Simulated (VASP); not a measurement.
Data:

```yaml
crystal:
  lattice:
    - [0.00000, 3.27968, 3.27968]
    - [3.27968, 0.00000, 3.27968]
    - [3.27968, 3.27968, 0.00000]
  atoms:
    - { symbol: Ba, position: [0.00000, 0.00000, 0.00000] }
    - { symbol: S, position: [0.50000, 0.50000, 0.50000] }
```

All values below come from vdW-DF2, VASP's PBE PAW potentials (set 64) (plane waves; VASP). Settings: 520 eV cut-off, Gaussian smearing of 0.050 eV, potentials Ba_sv S.

Unless said otherwise, spin-orbit coupling is left out, though it shifts the bands of the heavy elements here.

Problem. Predict the band gap (along the path) with the smallest direct gap where there is one.

Solution. 
```
Property                                Value
------------------------------------  -------
band gap (along the path)             2.21 eV
smallest direct gap (along the path)  2.37 eV
```

Only differences to runs with the same potentials and settings are physical.

The compound is BaS in the rock salt structure. It was relaxed first, which changed the volume by +8 %.
